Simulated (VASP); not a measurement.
Write the native input for VASP 6.6.1 that does the following.

| Item | Value |
| --- | --- |
| Task | relaxation of cell and atoms |
| Functional | PBE |
| Potentials or basis | VASP PAW PBE potentials, release 64 (Al, In_d, N) |
| Cutoff | 520 eV |
| k mesh | 4 × 4 × 2 |
| Occupations | gaussian, width 0.15 eV |
| Spin | no spin polarisation |
| Further INCAR settings | PREC = Normal; ALGO = Fast; EDIFF = 0.0001; IBRION = 2; EDIFFG = -0.08; NSW = 24; ISIF = 3 |

The structure of Al3InN4 lies in POSCAR:

```
Al3InN4
1.0
    3.2506798300      0.0000000000      0.0000000000
    0.0000000000      3.2506798300      0.0000000000
    0.0000000000      0.0000000000      9.1985181700
Al In N
3 1 4
Direct
    0.0000000000      0.0000000000      0.5000000000
    0.5000000000      0.5000000000      0.7400000000
    0.5000000000      0.5000000000      0.2600000000
    0.0000000000      0.0000000000      0.0000000000
    0.0000000000      0.5000000000      0.6200000000
    0.5000000000      0.0000000000      0.3800000000
    0.0000000000      0.5000000000      0.1370000000
    0.5000000000      0.0000000000      0.8630000000
```

The cell was built by a generator and needn't be a form met in nature.

One way to write it, as run:

INCAR

```
SYSTEM = Al3InN4
ALGO = Fast
EDIFF = 1E-4
EDIFFG = -0.08
ENCUT = 520
GGA = PE
IBRION = 2
ISIF = 3
ISMEAR = 0
LASPH = .True.
LCHARG = .False.
LREAL = .False.
LWAVE = .False.
NELM = 60
NSW = 24
PREC = Normal
SIGMA = 0.15
```

KPOINTS

```
k-points
0
Gamma
  4 4 2
  0 0 0
```

Potentials or basis: VASP PAW PBE potentials, release 64 (Al, In_d, N).

The run is started by

```console
$ cat potpaw_PBE.64/Al/POTCAR potpaw_PBE.64/In_d/POTCAR potpaw_PBE.64/N/POTCAR > POTCAR
$ mpirun -np 1 vasp_std > vasp.out
```

Results of the run:

```yaml
Relaxed_volume: 11.84 Å³/atom
Relaxed_cell: a = 3.219 Å, b = 3.219 Å, c = 9.135 Å, α = 90.00°, β = 90.00°, γ = 90.00°
Space_group_after_relaxing_to_0.05_Å: P-4m2 (No. 115)
Energy_gained_by_relaxing: 63.4 meV/atom
Ionic_steps: 10
Pressure_after_relaxing: 0.0 GPa
Largest_force_after_relaxing: 0.042 eV/Å
Band_gap_on_the_k_mesh: 1.93 eV, direct
```

Caveat: the k mesh is coarse (spacing up to 0.48 Å⁻¹), so the values aren't converged; spin-orbit coupling is left out, which moves the levels of the heavy elements; the relaxation stopped at a loose force limit of 0.08 eV/Å, so its end isn't a converged minimum.

Run time: 80 s on 1 thread of Intel(R) Xeon(R) Platinum 8488C (Sapphire Rapids) (shared host), peak memory 0.16 GiB.
